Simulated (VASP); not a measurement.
# NaLaMg6 (Amm2) in VASP: reference runs

How does NaLaMg6 come out in PBE? The cell is run as given and disturbed.

Everything below comes from runs of VASP 6.6.1. Logs are shortened: lines on timing, memory, paths and dates and some standing lists are left out, and cuts for length are marked.

## Step 1: The crystal as given

It takes space group Amm2 (No. 38, orthorhombic). Conventional cell: a = 5.319 Å, b = 6.775 Å, c = 11.844 Å, α = 90.00°, β = 90.00°, γ = 90.00°. La (site symmetry mm2) is surrounded by 10 Mg at 3.32 to 3.46 Å and 2 Na at 3.38 Å. Mg (site symmetry mm2) is surrounded by 10 Mg at 3.32 to 3.42 Å and 2 Na at 3.39 Å. Mg (site symmetry m) has 8 Mg at 3.27 to 3.46 Å and 2 Na at 3.29 to 3.53 Å and 2 La at 3.32 Å as nearest neighbours. Mg (site symmetry mm2) has 10 Mg at 3.28 to 3.48 Å and 2 La at 3.39 Å as nearest neighbours. Mg (site symmetry m) is surrounded by 8 Mg at 3.27 to 3.48 Å and 2 Na at 3.29 Å and 2 La at 3.36 to 3.46 Å. Na (site symmetry mm2) is surrounded by 10 Mg at 3.29 to 3.53 Å and 2 La at 3.38 Å.

The cell comes from a database or a generator and needn't be the stable form of this composition.

## Step 2: Single point, PBE

INCAR

```
  PREC = Accurate
  ENCUT = 520
  EDIFF = 1E-7
  ISMEAR = -1
  SIGMA = 0.05
  LREAL = F
  LASPH = T
  NELM = 100
  ALGO = Normal
  ISIF = 2
  LWAVE = F
  LCHARG = F
  GGA = PE
  NBANDS = 25
```

KPOINTS

```
regular mesh
0
Gamma
  5 5 5
```

POSCAR

```
NaLaMg6
1.0
    5.3191620000      0.0000000000      0.0000000000
    0.0000000000      3.3877445000      5.9220290000
    0.0000000000     -3.3877445000      5.9220290000
La Mg Na
1 6 1
Direct
    0.0000000000      0.8357940000      0.8357940000
    0.5000000000      0.1668450000      0.1668450000
    0.5000000000      0.1745170000      0.6643510000
    0.5000000000      0.6643510000      0.1745170000
    0.0000000000      0.3376000000      0.3376000000
    0.0000000000      0.3312020000      0.8301180000
    0.0000000000      0.8301180000      0.3312020000
    0.5000000000      0.6595720000      0.6595720000
```

Potentials or basis: VASP PAW PBE potentials, release 64 (La, Mg, Na_pv).

The run is started by

```bash
> cat potpaw_PBE.64/La/POTCAR potpaw_PBE.64/Mg/POTCAR potpaw_PBE.64/Na_pv/POTCAR > POTCAR
> mpirun -np 1 vasp_std > vasp.out
```

OUTCAR:

```text
PREC = Accurate
   ENCUT = 520
   EDIFF = 1E-7
   ISMEAR = -1
   LREAL = F
   LASPH = T
   NELM = 100
   ISIF = 2
   GGA = PE

 ion  position               nearest neighbor table
   1  0.000  0.836  0.836-   3 3.32   4 3.32   3 3.32   4 3.32   6 3.36   7 3.36   5 3.39   5 3.39
                             7 3.46   6 3.46
   2  0.500  0.167  0.167-   6 3.32   7 3.32   6 3.32   7 3.32   5 3.34   5 3.34   4 3.40   3 3.40
                             3 3.42   4 3.42
   3  0.500  0.175  0.664-   6 3.27   6 3.27   5 3.28   5 3.28   4 3.32   1 3.32   1 3.32   2 3.40
                             2 3.42   4 3.46
   4  0.500  0.664  0.175-   7 3.27   7 3.27   5 3.28   5 3.28   3 3.32   1 3.32   1 3.32   2 3.40
                             2 3.42   3 3.46
   5  0.000  0.338  0.338-   3 3.28   4 3.28   3 3.28   4 3.28   6 3.34   7 3.34   2 3.34   2 3.34
                             1 3.39   1 3.39   7 3.48   6 3.48
   6  0.000  0.331  0.830-   3 3.27   3 3.27   2 3.32   2 3.32   5 3.34   1 3.36   7 3.38   7 3.40
                             1 3.46   5 3.48
   7  0.000  0.830  0.331-   4 3.27   4 3.27   2 3.32   2 3.32   5 3.34   1 3.36   6 3.38   6 3.40
                             1 3.46   5 3.48
   8  0.500  0.660  0.660-

  LATTYP: Found a base centered orthorhombic cell.
 ALAT       =     6.7754890000
 B/A-ratio  =     1.7480742718
 C/A-ratio  =     0.7850594990

  Lattice vectors:

 A1 = (   0.0000000000,   3.3877445000,  -5.9220290000)
 A2 = (   0.0000000000,   3.3877445000,   5.9220290000)
 A3 = (   5.3191620000,   0.0000000000,   0.0000000000)

Analysis of symmetry for initial positions (statically):
=====================================================================
 Subroutine PRICEL returns:
 Original cell was already a primitive cell.

 Routine SETGRP: Setting up the symmetry group for a
 base centered orthorhombic supercell.

 Subroutine GETGRP returns: Found  4 space group operations
 (whereof  4 operations were pure point group operations)
 out of a pool of  8 trial point group operations.

The static configuration has the point symmetry C_2v.

Analysis of symmetry for dynamics (positions and initial velocities):
=====================================================================
 Subroutine PRICEL returns:
 Original cell was already a primitive cell.

 Routine SETGRP: Setting up the symmetry group for a
 base centered orthorhombic supercell.

 Subroutine GETGRP returns: Found  4 space group operations
 (whereof  4 operations were pure point group operations)
 out of a pool of  8 trial point group operations.

The dynamic configuration has the point symmetry C_2v.

 Subroutine INISYM returns: Found  4 space group operations
 (whereof  4 operations are pure point group operations),
 and found     1 'primitive' translations

----------------------------------------------------------------------------------------

                                     Primitive cell

  volume of cell :     213.4295

  direct lattice vectors                    reciprocal lattice vectors
     5.319162000  0.000000000  0.000000000     0.187999538  0.000000000  0.000000000
     0.000000000  3.387744500  5.922029000     0.000000000  0.147590823  0.084430522
     0.000000000 -3.387744500  5.922029000     0.000000000 -0.147590823  0.084430522

  length of vectors
     5.319162000  6.822553794  6.822553794     0.187999538  0.170034009  0.170034009

  position of ions in fractional coordinates (direct lattice)
     0.000000000  0.835794000  0.835794000
     0.500000000  0.166845000  0.166845000
     0.500000000  0.174517000  0.664351000
     0.500000000  0.664351000  0.174517000
     0.000000000  0.337600000  0.337600000
     0.000000000  0.331202000  0.830118000
     0.000000000  0.830118000  0.331202000
     0.500000000  0.659572000  0.659572000

  ion indices of the primitive-cell ions
   primitive index   ion index
                 1           1
                 2           2
                 3           3
                 4           4
                 5           5
                 6           6
                 7           7
                 8           8

----------------------------------------------------------------------------------------

 KPOINTS: regular mesh

Automatic generation of k-mesh.
 Grid dimensions read from file:
 generate k-points for:    5    5    5

 Generating k-lattice:

  Cartesian coordinates                     Fractional coordinates (reciprocal lattice)
     0.037599908  0.000000000  0.000000000     0.200000000  0.000000000  0.000000000
     0.000000000  0.029518165  0.016886104     0.000000000  0.200000000  0.000000000
     0.000000000 -0.029518165  0.016886104     0.000000000  0.000000000  0.200000000

  Length of vectors
     0.037599908  0.034006802  0.034006802

  Shift w.r.t. Gamma in fractional coordinates (k-lattice)
     0.000000000  0.000000000  0.000000000

 Subroutine IBZKPT returns following result:
 ===========================================

 Found     27 irreducible k-points:

 Following reciprocal coordinates:
            Coordinates               Weight
  0.000000  0.000000  0.000000      1.000000
  0.200000  0.000000  0.000000      2.000000
  0.400000  0.000000  0.000000      2.000000
  0.000000  0.200000 -0.000000      4.000000
  0.200000  0.200000 -0.000000      8.000000
  0.400000  0.200000 -0.000000      8.000000
[... 16 lines left out ...]
  0.200000  0.400000  0.400000      4.000000
  0.400000  0.400000  0.400000      4.000000
 [... further k-points ...]
   k-points           NKPTS =     27   k-points in BZ     NKDIM =     27   number of bands    NBANDS=     25
   number of dos      NEDOS =    301   number of ions     NIONS =      8
   total plane-waves  NPLWV = 116640
   dimension x,y,z NGX =    40 NGY =   54 NGZ =   54
   dimension x,y,z NGXF=    80 NGYF=  108 NGZF=  108
   ions per type =               1   6   1
   NGX,Y,Z   is equivalent  to a cutoff of  12.50, 13.16, 13.16 a.u.
   NGXF,Y,Z  is equivalent  to a cutoff of  25.00, 26.32, 26.32 a.u.
 SYSTEM =  unknown system
   PREC   = accura    normal or accurate (medium, high low for compatibility)
   ISTART =      0    job   : 0-new  1-cont  2-samecut
   ICHARG =      2    charge: 1-file 2-atom 10-const
   ISPIN  =      1    spin polarized calculation?
   LNONCOLLINEAR =      F non collinear calculations
   LSORBIT =      F    spin-orbit coupling
   LASPH  =      T    aspherical Exc in radial PAW
   ENCUT  =  520.0 eV  38.22 Ry    6.18 a.u.   9.89 12.69 12.69*2*pi/ulx,y,z
   NELM   =    100;   NELMIN=  2; NELMDL= -5     # of ELM steps
   EDIFF  = 0.1E-06   stopping-criterion for ELM
   LREAL  =      F    real-space projection
   EDIFFG = 0.1E-05   stopping-criterion for IOM
   NSW    =      0    number of steps for IOM
   IBRION =     -1    ionic relax: 0-MD 1-quasi-New 2-CG
   NFREE  =      0    steps in history (QN), initial steepest desc. (CG)
   ISIF   =      2    stress and relaxation
   ISYM   =      2    0-nonsym 1-usesym 2-fastsym
   POTIM  = 0.5000    time-step for ionic-motion
   TEBEG  =    0.0;   TEEND  =   0.0 temperature during run
   PSTRESS=    0.0 pullay stress
   NELECT =      30.0000    total number of electrons
   NUPDOWN=      -1.0000    fix difference up-down
   EMIN   =  10.00;   EMAX   =-10.00  energy-range for DOS
   EFERMI =   0.00;   METHOD = LEGACY
   ISMEAR =    -1;   SIGMA  =   0.05  broadening in eV -4-tet -1-fermi 0-gaus
   EFERMI_NEDOS =   21; number of points for ismear=-14 and -15
   IALGO  =     38    algorithm
   IMIX   =      4    mixing-type and parameters
     AMIX     =   0.40;   BMIX     =  1.00
     AMIX_MAG =   1.60;   BMIX_MAG =  1.00
  volume/ion in A,a.u.               =      26.68       180.04
  Fermi-wavevector in a.u.,A,eV,Ry     =   0.851198  1.608530  9.857932  0.724538
  Thomas-Fermi vector in A             =   1.967293
   LORBIT       =      0    0 simple, 1 ext, 2 COOP (PROOUT), +10 PAW based schemes
   GGA     = PE    functional components
   LHFCALC =     F    Hartree Fock is set to
   AEXX    =    0.0000 exact exchange contribution
   IVDW    =     0    specifies the selected vdW correction
   LEPSILON=     F    determine dielectric tensor
   LRPA    =     F    only Hartree local field effects (RPA)
 non-spin polarized calculation
  energy-cutoff  :      520.00
  volume of cell :      213.43
 maximum number of plane-waves:      5788
 NGX is ok and might be reduce to    40
   NGX = 19   NGY = 25   NGZ = 25

 number of electron      29.9999998 magnetization

 Free energy of the ion-electron system (eV)
  ---------------------------------------------------
  ext. energy  EPLUGINS =         0.00000000
  ---------------------------------------------------
  free energy    TOTEN  =       -14.70497272 eV

  energy without entropy =      -14.66894255  energy(sigma->0) =      -14.68695763

 E-fermi :   2.9830     XC(G=0):  -8.3701

 val. band max:        2.9798256202   @ k =   0.2000   0.4000   0.4000
 cond. band min:       2.9928257418   @ k =   0.4000   0.0000   0.0000
 fundamental gap:      0.0130001216
 Fermi energy:         2.9830475233

 k-point     1 :       0.0000    0.0000    0.0000
  band No.  band energies     occupation
      1     -29.9683      2.00000
      2     -21.2081      2.00000
      3     -21.2012      2.00000
      4     -21.1815      2.00000
      5     -13.7460      2.00000
      6     -13.6920      2.00000
[... 17 lines left out ...]
     24       4.7296      0.00000
     25       4.7677      0.00000

 k-point     2 :       0.2000    0.0000    0.0000
  band No.  band energies     occupation
      1     -29.9680      2.00000
      2     -21.2082      2.00000
      3     -21.2014      2.00000
      4     -21.1815      2.00000
      5     -13.7576      2.00000
      6     -13.6906      2.00000
[... 17 lines left out ...]
     24       4.6087      0.00000
     25       4.7798      0.00000
[... 586 lines left out ...]
     24       4.7090      0.00000
     25       4.8205      0.00000

 k-point    24 :       0.4000    0.4000    0.4000
  band No.  band energies     occupation
      1     -29.9676      2.00000
      2     -21.2082      2.00000
      3     -21.2017      2.00000
      4     -21.1814      2.00000
      5     -13.7758      2.00000
      6     -13.6924      2.00000
[... 17 lines left out ...]
     24       4.6562      0.00000
     25       4.7007      0.00000

 [... further k-points ...]
[... 5 lines left out ...]
  --------------------------------------------------------------------------------------
  -------------------------------------------------------------------------------------
  Total       -0.1572566      0.1215199      0.0821679      0.0000000      0.0000000      0.0000000
  in kB       -1.1804975      0.9122282      0.6168196      0.0000000      0.0000000      0.0000000
  external PRESSURE =       0.1161835 kB  Pullay stress =       0.0000000 kB

 VOLUME and BASIS-vectors are now :
 -----------------------------------------------------------------------------
  energy-cutoff  :      520.00
  volume of cell :      213.43
      direct lattice vectors                 reciprocal lattice vectors
     5.319162000  0.000000000  0.000000000     0.187999538  0.000000000  0.000000000
     0.000000000  3.387744500  5.922029000     0.000000000  0.147590823  0.084430522
     0.000000000 -3.387744500  5.922029000     0.000000000 -0.147590823  0.084430522

 POSITION                                       TOTAL-FORCE (eV/Angst)
 -----------------------------------------------------------------------------------
      0.00000      0.00000      9.89919         0.000000      0.000000     -0.033141
      2.65958      0.00000      1.97612         0.000000      0.000000      0.034974
      2.65958     -1.65943      4.96780         0.000000      0.071225      0.037299
      2.65958      1.65943      4.96780         0.000000     -0.071225      0.037299
      0.00000      0.00000      3.99855         0.000000      0.000000      0.092154
      0.00000     -1.69020      6.87737         0.000000      0.010710     -0.039508
      0.00000      1.69020      6.87737         0.000000     -0.010710     -0.039508
      2.65958      0.00000      7.81201         0.000000      0.000000     -0.089570
 -----------------------------------------------------------------------------------
    total drift:                               -0.000000     -0.000000      0.000250

  FREE ENERGIE OF THE ION-ELECTRON SYSTEM (eV)
  ---------------------------------------------------
  free  energy   TOTEN  =       -14.7049727207 eV

  energy  without entropy=      -14.6689425474  energy(sigma->0) =      -14.68695763
```

It took 2.7 min on 1 thread of Intel Xeon 6975P-C (Granite Rapids), shared host; peak memory 0.44 GiB.

Results:

```yaml
Free_energy: -14.7050 eV
Pressure: 0.0 GPa
Largest_force: 0.092 eV/Å
Band_gap_on_the_k_mesh: none (metal or under the smearing width)
```

Forces on the atoms (eV/Å):
```
La   0.000  0.000 -0.033
Mg   0.000  0.000  0.035
Mg   0.000  0.071  0.037
Mg   0.000 -0.071  0.037
Mg   0.000  0.000  0.092
Mg   0.000  0.011 -0.040
Mg   0.000 -0.011 -0.040
Na   0.000  0.000 -0.090
```

Levels at points of the mesh, in eV from the Fermi level:
| k point | band 13 | band 14 | band 15 | band 16 | band 17 | band 18 |
| --- | --- | --- | --- | --- | --- | --- |
| (0.00, 0.00, 0.00) | -0.98 | -0.72 | -0.38 | 0.08 | 0.42 | 0.88 |

The run has no spin-orbit coupling, so splittings on La are missing.

## Step 3: Single point, PBE (atoms moved at random, drawn with an rms of 0.05 Å)

INCAR

```
SYSTEM = NaLaMg6
ALGO = Normal
EDIFF = 1E-7
ENCUT = 520
GGA = PE
ISIF = 2
ISMEAR = -1
LASPH = .True.
LCHARG = .False.
LREAL = .False.
LWAVE = .False.
NBANDS = 25
NELM = 100
PREC = Accurate
SIGMA = 0.05
```

KPOINTS

```
k-points
0
Gamma
  5 5 5
  0 0 0
```

POSCAR

```
NaLaMg6
1.0
    5.3191620000      0.0000000000      0.0000000000
    0.0000000000      3.3877445000      5.9220290000
    0.0000000000     -3.3877445000      5.9220290000
La Mg Na
1 6 1
Direct
    0.0051250000      0.8348670000      0.8405740000
    0.5038160000      0.1646860000      0.1608510000
    0.5031080000      0.1712390000      0.6563780000
    0.5026010000      0.6599820000      0.1783510000
    0.0136980000      0.3322850000      0.3389810000
    0.0113700000      0.3374690000      0.8374970000
   -0.0023270000      0.8341080000      0.3247380000
    0.5076840000      0.6633380000      0.6587770000
```

Potentials or basis: VASP PAW PBE potentials, release 64 (La, Mg, Na_pv).

The run is started by

```bash
> cat potpaw_PBE.64/La/POTCAR potpaw_PBE.64/Mg/POTCAR potpaw_PBE.64/Na_pv/POTCAR > POTCAR
> mpirun -np 1 vasp_std > vasp.out
```

Wall time 6 min (1 thread of Intel Xeon 6975P-C (Granite Rapids), shared host); peak memory 0.58 GiB.

Results (log left out):

```
Free energy            : -14.6718 eV
Pressure               : 0.1 GPa
Largest force          : 0.260 eV/Å
Band gap on the k mesh : none (metal or under the smearing width)
```

Forces in eV/Å, atoms in the order of the input:
```
La  -0.015  0.090 -0.010
Mg   0.031  0.008  0.034
Mg   0.074  0.075  0.154
Mg   0.034 -0.049  0.016
Mg  -0.112  0.033  0.126
Mg  -0.066  0.000 -0.252
Mg   0.093 -0.145  0.075
Na  -0.040 -0.012 -0.143
```

Stress tensor (GPa, compression positive):
```
-0.03  0.00  0.06
 0.00  0.33 -0.09
 0.06 -0.09 -0.09
```

Levels at points of the mesh, in eV from the Fermi level:
```tsv
k point	band 13	band 14	band 15	band 16	band 17	band 18
(0.00, 0.00, 0.00)	-1.01	-0.72	-0.39	0.09	0.41	0.89
```
